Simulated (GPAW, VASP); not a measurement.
A VASP calculation is set up with these files.

### INCAR
```
SYSTEM = N2
PREC = Accurate
ENCUT = 400
EDIFF = 1E-6
NELM = 100
ALGO = Normal
LREAL = .FALSE.
LASPH = .TRUE.
ISMEAR = 0
SIGMA = 0.01
GGA = PS
LWAVE = .FALSE.
LCHARG = .FALSE.
ISIF = 2
```

KPOINTS:
```
kpoints
0
G
3 3 2
0 0 0
```

**POSCAR**
```
N2
1
    4.1473630000     0.0000000000     0.0000000000
    0.0000000000     4.1473630000     0.0000000000
    0.0000000000     0.0000000000     5.4287720000
N
4
Direct
  0.9042800000   0.9042800000   0.0000000000
  0.0957200000   0.0957200000   0.0000000000
  0.5957200000   0.4042800000   0.5000000000
  0.4042800000   0.5957200000   0.5000000000
```

POTCAR, in this order: N (PBE.64 set). Program: vasp_std.

Task: Translate it to GPAW.

Result: One input that does it (PBEsol, GPAW PAW datasets PBEsol (made by gpaw-setup)):
```
from ase import Atoms
from ase.units import GPa
from gpaw import GPAW, PW, FermiDirac

atoms = Atoms(['N', 'N', 'N', 'N'],
              cell=[[4.147363, 0.000000, 0.000000],
                    [0.000000, 4.147363, 0.000000],
                    [0.000000, 0.000000, 5.428772]],
              scaled_positions=[[0.904280, 0.904280, 0.000000],
                                [0.095720, 0.095720, 0.000000],
                                [0.595720, 0.404280, 0.500000],
                                [0.404280, 0.595720, 0.500000]],
              pbc=True)

calc = GPAW(mode=PW(950),
            xc='PBEsol',
            kpts={'size': (3, 3, 2), 'gamma': True},
            occupations=FermiDirac(0.0),
            nbands=-6,
            convergence={'bands': -4},
            symmetry={'symmorphic': False, 'tolerance': 0.0005},
            maxiter=150)

atoms.calc = calc

energy = atoms.get_potential_energy()
print('Energy (eV):', round(energy, 6))
forces = atoms.get_forces()
print('Forces (eV/Ang):')
print(forces.round(5))
stress = atoms.get_stress()
print('Stress (GPa, Voigt):', (stress / GPa).round(4))
```
The two runs describe the same crystal, functional and task. Each code takes its own potentials, basis and convergence tests.

Fixed occupations appear in VASP as a very narrow Gaussian smearing.

The structure comes from a computed database's N2 entry (P4_2/mnm); how it stands against other phases isn't given here. The cell was not relaxed at this level, and it may have been scaled.
